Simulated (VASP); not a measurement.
```
MoSi2
1.0
   -1.63710     1.63710     4.00350
    1.63710    -1.63710     4.00350
    1.63710     1.63710    -4.00350
Si Mo
2 1
Direct
  0.66500   0.66500   0.00000
  0.33500   0.33500   0.00000
  0.00000   0.00000   0.00000
```

Calculation: PBE GGA, VASP's PBE PAW potentials (set 64) (plane waves; VASP). Settings: 400 eV cut-off, 12×12×12 Γ-centred mesh, Gaussian smearing of 0.050 eV, potentials Si Mo_sv.

### Question
Estimate the energy per atom (σ→0), pressure, largest force, band gap (on the k-mesh) with the smallest direct gap where there is one.

### Answer

The band gap (on the k-mesh) is none (metal, semimetal or under 0.01 eV) and the energy per atom (σ→0) comes out as -7.730 eV/atom. The pressure is -9.87 GPa and the largest force comes out as 0.00231 Ha/bohr.

The absolute energy has meaning only against runs of the same code, potentials and settings.

The compound is MoSi2 in the MoSi2 type structure. The cell was not relaxed at this level. The run is one of a series of settings (ISMEAR = 0, SIGMA = 0.05 against the base run), some of them coarse on purpose.
